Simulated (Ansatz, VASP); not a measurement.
# Cross-check of Te2Pt between VASP and Ansatz, part 2 of 2

Aim: how closely do two programs agree when they are given the same cell, functional and k mesh? The structure shown is the start of the Ansatz relaxation below; VASP solves that cell, so the two are compared at the walk's first step.

VASP 6.6.1 and Ansatz 0.2.0.

So far. Step 4 (Differences): The forces differ by 2.3 meV/Å r.m.s., which is 1.0 % of the r.m.s. force of 0.235 eV/Å (both taken over all components). With vacuum in the cell, a pressure given here is an average over mostly empty space and none of the material.

## Step 6: VASP: single point, PBEsol with D3(BJ), start cell, pair 2

Level of this step: PBEsol with D3(BJ); plane waves and PAW (Pt, Te) (VASP).

The same cell, functional, mesh and smearing now go to VASP, with its own data sets.

INCAR reads:

```
SYSTEM = Te2Pt
PREC = Accurate
ENCUT = 400
EDIFF = 1E-06
NELM = 120
ISMEAR = -1
SIGMA = 0.02
LREAL = .FALSE.
ALGO = Normal
GGA = PS
IVDW = 12
NBANDS = 28
LASPH = .TRUE.
LORBIT = 11
LWAVE = .FALSE.
LCHARG = .FALSE.
ISIF = 2
LDIPOL = .TRUE.
IDIPOL = 3
DIPOL = 0.5 0.5 0.5
LVHAR = .TRUE.
GGA_COMPAT = .FALSE.
NELMDL = -8
KPAR = 2
```

POSCAR reads:

```
Te2Pt
1.0
    4.0200000000      0.0000000000      0.0000000000
   -2.0100000000      3.4814220000      0.0000000000
    0.0000000000      0.0000000000     44.9000000000
Pt Te
2 4
Direct
    0.0000000000      0.0000000000      0.4322939866
    0.0000000000      0.0000000000      0.5677060134
    0.3333333333      0.6666666667      0.4632516704
    0.6666666667      0.3333333333      0.4013363029
    0.3333333333      0.6666666667      0.5986636971
    0.6666666667      0.3333333333      0.5367483296
```

KPOINTS reads:

```
Automatic mesh
0
Gamma
6 6 1
0 0 0
```

The projector-augmented-wave data sets are Pt and Te (PBE family, release 64).

On the command line:

```
$ mpirun -np 2 vasp_std
```

Numbers of over 12 decimals in the logs are rounded to 6 here.

The log of the run:

```text
[banner, memory and clock lines left out]
running    2 mpi-ranks, on    1 nodes
[...]
[... a notice as in an earlier step ...]

 LDA part: xc-table for (Slater+PW92), standard interpolation
 POSCAR, INCAR and KPOINTS ok, starting setup
[...]
entering main loop
       N       E                     dE             d eps       ncg     rms          rms(c)
DAV:   1     0.316299237242E+03    0.31630E+03   -0.12265E+04   408   0.921E+02
DAV:   2     0.136645387980E+02   -0.30263E+03   -0.29457E+03   624   0.177E+02
DAV:   3    -0.298045938611E+02   -0.43469E+02   -0.42723E+02   488   0.762E+01
DAV:   4    -0.311371052016E+02   -0.13325E+01   -0.13208E+01   540   0.151E+01
[...]
DAV:  26    -0.300039636235E+02   -0.15397E-05   -0.22097E-08   248   0.443E-04    0.417E-04
DAV:  27    -0.300039648843E+02   -0.12609E-05   -0.18726E-08   232   0.731E-04    0.446E-04
DAV:  28    -0.300039655898E+02   -0.70544E-06   -0.15323E-08   244   0.344E-04
   1 F= -.32171504E+02 E0= -.32171503E+02  d E =-.977182E-06
```

Parts of OUTCAR (step 6):

```text
 Edisp (eV)   -2.16754

  Total      -5.36770    -5.36769    -4.61037     0.00000     0.00000    -0.00000
  in kB     -13.68577   -13.68577   -11.75485     0.00000     0.00000    -0.00000
  external pressure =      -13.04 kB  Pullay stress =        0.00 kB

 POSITION                                       TOTAL-FORCE (eV/Angst)
 -----------------------------------------------------------------------------------
      0.00000      0.00000     19.41000         0.000000      0.000000      0.216541
      0.00000      0.00000     25.49000        -0.000000      0.000000     -0.216541
     -0.00000      2.32095     20.80000        -0.000000      0.000000     -0.271044
      2.01000      1.16047     18.02000        -0.000000      0.000000      0.468719
     -0.00000      2.32095     26.88000         0.000000      0.000000     -0.468719
      2.01000      1.16047     24.10000        -0.000000     -0.000000      0.271044
 -----------------------------------------------------------------------------------
    total drift:                               -0.000000      0.000000      0.000000

  FREE ENERGIE OF THE ION-ELECTRON SYSTEM (eV)
  ---------------------------------------------------
  free  energy   TOTEN  =       -32.1715035939 eV

  energy  without entropy=      -32.1715026167  energy(sigma->0) =      -32.17150311

[... 3 further parts left out ...]
[key lines of the parts left out:]
E-fermi :  -1.3617
```

## Step 7: Comparison

What differs besides the data sets and the points named for the pairs above, as far as they apply: the data sets hold 100 valence electrons in Ansatz (on its PAW soft_1 files) and 44 in VASP. Total energies have different zeros and are not compared.

Forces (eV/Å; atoms numbered as in POSCAR):

```
atom        Ansatz x, y, z          VASP x, y, z
 Pt1   0.000, 0.000, 0.216   0.000, 0.000, 0.217
 Pt2  0.000, 0.000, -0.216  0.000, 0.000, -0.217
 Te3  0.000, 0.000, -0.268  0.000, 0.000, -0.271
 Te4   0.000, 0.000, 0.465   0.000, 0.000, 0.469
 Te5  0.000, 0.000, -0.465  0.000, 0.000, -0.469
 Te6   0.000, 0.000, 0.268   0.000, 0.000, 0.271
```

The forces differ by 1.4 meV/Å r.m.s., which is 0.7 % of the r.m.s. force of 0.194 eV/Å (both taken over all components). With vacuum in the cell, a pressure given here is an average over mostly empty space and none of the material.

## Step 8: Ansatz: relaxation, PBEsol with D3(BJ)

The two programs are compared at the cell with which this relaxation starts, whose forces are those of its first step. This pair takes another cell of the material, with 9 atoms against 6 for the pair before.

The structure compared here is the start of the Ansatz relaxation; VASP solves that cell, so the two are compared at the walk's first step.

input.yaml reads:

```yaml
crystal:
  lattice:
    - [4.02, 0.0, 0.0]
    - [-2.01, 3.4814221232, 0.0]
    - [0.0, 0.0, 57.1]
  atoms:
    - { symbol: Pt, position: [0.0, 0.0, 0.3935201401] }
    - { symbol: Te, position: [0.3333333333, 0.6666666667, 0.4178633976] }
    - { symbol: Te, position: [0.6666666667, 0.3333333333, 0.3691768827] }
    - { symbol: Pt, position: [0.0, 0.0, 0.5] }
    - { symbol: Te, position: [0.3333333333, 0.6666666667, 0.5243432575] }
    - { symbol: Te, position: [0.6666666667, 0.3333333333, 0.4756567425] }
    - { symbol: Pt, position: [0.0, 0.0, 0.6064798599] }
    - { symbol: Te, position: [0.3333333333, 0.6666666667, 0.6308231173] }
    - { symbol: Te, position: [0.6666666667, 0.3333333333, 0.5821366024] }
  periodic: [true, true, false]
kpoints:
  mp_grid: { grid: [6, 6, 1] }
hamiltonian:
  xc: pbesol
  dispersion: d3bj
  pseudopotentials: { kind: paw, azcp: { folder: soft_1 }, xc_functional: pbe }
scf:
  occupations: { method: fermi_dirac, width: 0.02 }
relax:
  f_tol: 0.01
  max_steps: 100
  cell: {}
```

On the command line:

```
$ ansatz run input.yaml --threads 4 --pin off --max-ram 17510MiB --backend cpu --events-out ev --progress --plain --runs-dir out
```

The log of the run:

```text
[...]
Crystal: 9 atoms, lattice volume = 799.133 Å³
Basis set: ecut = 420 eV, 15659 PW (Γ), exchange–correlation on 54×54×768 points (8 copies of the dense FFT grid, shifted against one another)
Bands: 90, of which v1, the nominal top of the filled ones, is band 75 counted from 1 (74 counted from 0)
Symmetry: 12 space group operations
[...]
k-points: 7 of 36
[...]
- { symbol: Te, position: [0.333333, 0.666667, 0.435609] }
    - { symbol: Te, position: [0.666667, 0.333333, 0.387971] }
    - { symbol: Pt, position: [0, 0, 0.5] }
    - { symbol: Te, position: [0.333333, 0.666667, 0.523645] }
    - { symbol: Te, position: [0.666667, 0.333333, 0.476355] }
    - { symbol: Pt, position: [1.971465322436962e-17, 0, 0.587727] }
    - { symbol: Te, position: [0.333333, 0.666667, 0.612029] }
    - { symbol: Te, position: [0.666667, 0.333333, 0.564391] }
[key lines of the parts left out:]
SCF converged after 7 iterations
Free energy (F): -78573.209819 eV
Fermi energy:    -4.360064 eV
P = ½ c Tr σ = 0.0269 N/m
```

## Step 9: VASP: single point, PBEsol with D3(BJ), start cell, pair 3

The same cell, functional, mesh and smearing now go to VASP, with its own data sets.

Changes to INCAR since step 6:

```diff
@@ -11,3 +11,3 @@
 IVDW = 12
-NBANDS = 28
+NBANDS = 42
 LASPH = .TRUE.
```

POSCAR reads:

```
Te2Pt
1.0
    4.0200000000      0.0000000000      0.0000000000
   -2.0100000000      3.4814220000      0.0000000000
    0.0000000000      0.0000000000     57.1000000000
Pt Te
3 6
Direct
    0.0000000000      0.0000000000      0.3935201401
    0.0000000000      0.0000000000      0.5000000000
    0.0000000000      0.0000000000      0.6064798599
    0.3333333333      0.6666666667      0.4178633975
    0.6666666667      0.3333333333      0.3691768827
    0.3333333333      0.6666666667      0.5243432574
    0.6666666667      0.3333333333      0.4756567426
    0.3333333333      0.6666666667      0.6308231173
    0.6666666667      0.3333333333      0.5821366025
```

KPOINTS is that of step 6.

On the command line:

```
$ mpirun -np 2 vasp_std
```

The log of the run:

```text
[banner, memory and clock lines left out]
running    2 mpi-ranks, on    1 nodes
[...]
[... a notice as in an earlier step ...]

 LDA part: xc-table for (Slater+PW92), standard interpolation
|                                                                             |
|           W    W    AA    RRRRR   N    N  II  N    N   GGGG   !!!           |
|           W    W   A  A   R    R  NN   N  II  NN   N  G    G  !!!           |
|           W    W  A    A  R    R  N N  N  II  N N  N  G       !!!           |
|           W WW W  AAAAAA  RRRRR   N  N N  II  N  N N  G  GGG   !            |
|           WW  WW  A    A  R   R   N   NN  II  N   NN  G    G                |
|           W    W  A    A  R    R  N    N  II  N    N   GGGG   !!!           |
|                                                                             |
|     One of the lattice vectors is very long (>50 A), but AMIN is rather     |
|     large. This can spoil convergence since charge sloshing might occur     |
|     along the long lattice vector. If problems with convergence are         |
|     observed, try to decrease AMIN to a smaller value (e.g. 0.01).          |
|     Note: This warning only applies if the self-consistency cycle is        |
|     used.                                                                   |
|                                                                             |

 POSCAR, INCAR and KPOINTS ok, starting setup
[...]
entering main loop
       N       E                     dE             d eps       ncg     rms          rms(c)
DAV:   1     0.461118558488E+03    0.46112E+03   -0.18582E+04   604   0.936E+02
DAV:   2     0.183318766333E+02   -0.44279E+03   -0.42329E+03   848   0.187E+02
DAV:   3    -0.445839212706E+02   -0.62916E+02   -0.61341E+02   728   0.750E+01
DAV:   4    -0.467374707176E+02   -0.21535E+01   -0.21348E+01   808   0.156E+01
[...]
DAV:  26    -0.450625158931E+02   -0.22108E-05   -0.25641E-08   388   0.550E-04    0.494E-04
DAV:  27    -0.450625205984E+02   -0.47053E-05   -0.14696E-07   424   0.894E-04    0.242E-04
DAV:  28    -0.450625208990E+02   -0.30065E-06   -0.37241E-09   384   0.390E-04
   1 F= -.48576563E+02 E0= -.48575899E+02  d E =-.132818E-02
```

From OUTCAR (step 9):

```text
 Edisp (eV)   -3.51404

  Total      -8.05559    -8.05559    -7.75709    -0.00000     0.00000     0.00000
  in kB     -16.15062   -16.15062   -15.55216    -0.00000     0.00000     0.00000
  external pressure =      -15.95 kB  Pullay stress =        0.00 kB

 POSITION                                       TOTAL-FORCE (eV/Angst)
 -----------------------------------------------------------------------------------
      0.00000      0.00000     22.47000        -0.000000      0.000000      0.214880
      0.00000      0.00000     28.55000        -0.000000      0.000000      0.000000
      0.00000      0.00000     34.63000         0.000000     -0.000000     -0.214880
     -0.00000      2.32095     23.86000        -0.000000     -0.000000     -0.279085
      2.01000      1.16047     21.08000        -0.000000      0.000000      0.466034
     -0.00000      2.32095     29.94000         0.000000      0.000000     -0.267263
      2.01000      1.16047     27.16000         0.000000     -0.000000      0.267263
     -0.00000      2.32095     36.02000         0.000000      0.000000     -0.466034
      2.01000      1.16047     33.24000         0.000000      0.000000      0.279085
 -----------------------------------------------------------------------------------
    total drift:                               -0.000000     -0.000000     -0.000000

  FREE ENERGIE OF THE ION-ELECTRON SYSTEM (eV)
  ---------------------------------------------------
  free  energy   TOTEN  =       -48.5765632487 eV

  energy  without entropy=      -48.5752350670  energy(sigma->0) =      -48.57589916

[... 3 further parts left out ...]
[key lines of the parts left out:]
E-fermi :  -0.8097
```

## Step 10: Comparison

What differs besides the data sets and the points named for the pairs above, as far as they apply: the data sets hold 150 valence electrons in Ansatz (on its PAW soft_1 files) and 66 in VASP. Total energies have different zeros and are not compared.

Forces (eV/Å; atoms numbered as in POSCAR):

```csv
atom,"Ansatz x, y, z","VASP x, y, z"
Pt1,"0.000, 0.000, 0.214","0.000, 0.000, 0.215"
Pt2,"0.000, 0.000, 0.000","0.000, 0.000, 0.000"
Pt3,"0.000, 0.000, -0.214","0.000, 0.000, -0.215"
Te4,"0.000, 0.000, -0.276","0.000, 0.000, -0.279"
Te5,"0.000, 0.000, 0.463","0.000, 0.000, 0.466"
Te6,"0.000, 0.000, -0.266","0.000, 0.000, -0.267"
Te7,"0.000, 0.000, 0.266","0.000, 0.000, 0.267"
Te8,"0.000, 0.000, -0.463","0.000, 0.000, -0.466"
Te9,"0.000, 0.000, 0.276","0.000, 0.000, 0.279"
```

The forces differ by 1.3 meV/Å r.m.s., which is 0.7 % of the r.m.s. force of 0.175 eV/Å (both taken over all components). With vacuum in the cell, a pressure given here is an average over mostly empty space and none of the material.

## Step 11: What came out

```yaml
r_m_s_force_difference_single_point_pbesol_with_d3_bj_start_cell_pair_1: 0.99 % of the r.m.s. force
r_m_s_force_difference_single_point_pbesol_with_d3_bj_start_cell_pair_2: 1.4 meV/Å
r_m_s_force_difference_single_point_pbesol_with_d3_bj_start_cell_pair_3: 1.3 meV/Å
```

In words: The r.m.s. force difference is 0.99 % of the r.m.s. force (single point, PBEsol with D3(BJ), start cell, pair 1), within the 3 % picked in this series as the mark of a large difference. The data sets hold unlike numbers of valence electrons (50 in Ansatz and 22 in VASP, 100 in Ansatz and 44 in VASP and 150 in Ansatz and 66 in VASP), so part of the differences comes from the potentials. 3 further runs of this series are not shown here. Such differences can come from data sets, numerical settings and the points named under the comparisons, not from the functional's error against experiment.

[Lines on the potential files, build, host, timing and source positions are cut from VASP's logs without a mark.]

[Logs are printed without paths, hosts, clocks, repeated set-up lines and the standing remarks that a program may print on its own settings, such as how far it seeks lower states.]

[Hosts, paths, dates, database ids (printed as entryN), source tags and the programs' standing remarks are cut or masked in the printed files.]
